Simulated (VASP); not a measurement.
Data:

```
CELL_PARAMETERS angstrom
     10.93707     0.00000     0.00000
      0.00000    10.93707     0.00000
      0.00000     0.00000    10.93707
ATOMIC_POSITIONS crystal
  Si 0.50000 0.00000 0.00000
  Si 0.62500 0.12500 0.12500
  Si 0.75000 0.25000 0.00000
  Si 0.87500 0.37500 0.12500
  Si 0.75000 0.00000 0.25000
  Si 0.87500 0.12500 0.37500
  Si 0.00000 0.00000 0.00000
  Si 0.12500 0.12500 0.12500
  Si 0.25000 0.25000 0.00000
  Si 0.37500 0.37500 0.12500
  Si 0.50000 0.50000 0.00000
  Si 0.62500 0.62500 0.12500
  Si 0.75000 0.75000 0.00000
  Si 0.87500 0.87500 0.12500
  Si 0.25000 0.00000 0.25000
  Si 0.37500 0.12500 0.37500
  Si 0.49922 0.24691 0.24721
  Si 0.74721 0.50325 0.25174
  Si 0.87500 0.62500 0.37500
  Si 0.50000 0.00000 0.50000
  Si 0.62500 0.12500 0.62500
  Si 0.74608 0.24773 0.49566
  Si 0.87500 0.37500 0.62500
  Si 0.75000 0.00000 0.75000
  Si 0.87500 0.12500 0.87500
  Si 0.00000 0.50000 0.00000
  Si 0.12500 0.62500 0.12500
  Si 0.25000 0.75000 0.00000
  Si 0.37500 0.87500 0.12500
  Si 0.00000 0.25000 0.25000
  Si 0.12500 0.37500 0.37500
  Si 0.25000 0.50000 0.25000
  Si 0.37500 0.62500 0.37500
  Si 0.50000 0.75000 0.25000
  Si 0.62500 0.87500 0.37500
  Si 0.00000 0.00000 0.50000
  Si 0.12500 0.12500 0.62500
  Si 0.25000 0.25000 0.50000
  Si 0.37500 0.37500 0.62500
  Si 0.62500 0.62500 0.62500
  Si 0.75000 0.75000 0.50000
  Si 0.87500 0.87500 0.62500
  Si 0.25000 0.00000 0.75000
  Si 0.37500 0.12500 0.87500
  Si 0.50000 0.25000 0.75000
  Si 0.62500 0.37500 0.87500
  Si 0.75000 0.50000 0.75000
  Si 0.87500 0.62500 0.87500
  Si 0.00000 0.75000 0.25000
  Si 0.12500 0.87500 0.37500
  Si 0.00000 0.50000 0.50000
  Si 0.12500 0.62500 0.62500
  Si 0.25000 0.75000 0.50000
  Si 0.37500 0.87500 0.62500
  Si 0.00000 0.25000 0.75000
  Si 0.12500 0.37500 0.87500
  Si 0.25000 0.50000 0.75000
  Si 0.37500 0.62500 0.87500
  Si 0.50000 0.75000 0.75000
  Si 0.62500 0.87500 0.87500
  Si 0.00000 0.75000 0.75000
  Si 0.12500 0.87500 0.87500
  Sb 0.49741 0.50118 0.49679
```

These are PBE GGA, VASP's PBE PAW potentials (set 64) (plane waves; VASP) values and carry that method's errors. Run with PREC = Normal, LREAL = Auto, ISYM = 0, EDIFF = 1E-5, 400 eV cut-off, 1×1×1 Γ-centred mesh, Gaussian smearing of 0.050 eV, potentials Si Sb. Starting moments (MAGMOM): 63*0.0159. The cell's moment is fixed (NUPDOWN = 1).

The supercell is sampled at Γ alone, which is coarse: total energies, pressure and levels can be off, energies of defects by several tenths of an eV.

Question: The ions are relaxed. Predict the relaxed structure.

Answer: 
```
CELL_PARAMETERS angstrom
     10.93707     0.00000     0.00000
      0.00000    10.93707     0.00000
      0.00000     0.00000    10.93707
ATOMIC_POSITIONS crystal
  Si 0.50024 0.99915 0.99890
  Si 0.62495 0.12518 0.12504
  Si 0.74981 0.25075 0.00082
  Si 0.87384 0.37637 0.12577
  Si 0.74983 0.00095 0.25057
  Si 0.87379 0.12598 0.37625
  Si 0.00004 0.00044 0.00038
  Si 0.12349 0.12673 0.12662
  Si 0.25000 0.24989 0.00146
  Si 0.37580 0.37720 0.12670
  Si 0.49965 0.50085 0.99998
  Si 0.62346 0.62675 0.12511
  Si 0.75032 0.75017 0.00023
  Si 0.87451 0.87589 0.12559
  Si 0.25013 0.00157 0.24966
  Si 0.37569 0.12674 0.37727
  Si 0.49567 0.24557 0.24570
  Si 0.75053 0.50382 0.24641
  Si 0.87265 0.62458 0.37589
  Si 0.49957 0.00003 0.50085
  Si 0.62340 0.12519 0.62674
  Si 0.75035 0.24647 0.50374
  Si 0.87265 0.37589 0.62441
  Si 0.75037 0.00031 0.75006
  Si 0.87451 0.12569 0.87584
  Si 0.00047 0.49895 0.99909
  Si 0.12276 0.62514 0.12500
  Si 0.24899 0.75025 0.00065
  Si 0.37436 0.87698 0.12465
  Si 0.99790 0.25145 0.25130
  Si 0.12424 0.37544 0.37521
  Si 0.24817 0.50097 0.24972
  Si 0.37255 0.62808 0.37028
  Si 0.49883 0.75241 0.24948
  Si 0.62466 0.87586 0.37520
  Si 0.00057 0.99931 0.49871
  Si 0.12280 0.12517 0.62499
  Si 0.24814 0.24997 0.50082
  Si 0.37259 0.37040 0.62803
  Si 0.62918 0.62900 0.62879
  Si 0.75030 0.75183 0.50062
  Si 0.87560 0.87661 0.62495
  Si 0.24897 0.00075 0.75011
  Si 0.37417 0.12485 0.87692
  Si 0.49875 0.24954 0.75242
  Si 0.62468 0.37535 0.87567
  Si 0.75032 0.50078 0.75154
  Si 0.87545 0.62516 0.87645
  Si 0.99849 0.74970 0.25013
  Si 0.12593 0.87440 0.37498
  Si 0.99848 0.49974 0.49965
  Si 0.12351 0.62493 0.62484
  Si 0.25004 0.74899 0.50090
  Si 0.37385 0.87548 0.62533
  Si 0.99857 0.25028 0.74963
  Si 0.12599 0.37529 0.87425
  Si 0.25017 0.50115 0.74885
  Si 0.37388 0.62537 0.87550
  Si 0.49799 0.75007 0.75006
  Si 0.62558 0.87453 0.87437
  Si 0.99940 0.75029 0.75022
  Si 0.12465 0.87542 0.87529
  Sb 0.52869 0.47201 0.47186
``` The cell ends with 1.00 μB, on the first 30 sites -0.01 0.00 0.00 0.00 0.00 0.00 0.00 0.00 0.00 0.01 0.00 0.01 0.01 0.00 0.00 0.01 -0.07 0.14 0.00 0.00 0.01 0.14 0.00 0.01 0.00 0.01 0.00 0.00 0.00 0.00 μB.

Question: How much energy does the relaxation gain?

Answer: The energy (σ→0) changes by -17.9 meV/atom, in 26 ionic steps.

The cell is a supercell with a defect, built from Si (diamond): Sb_Si-vac_Si.
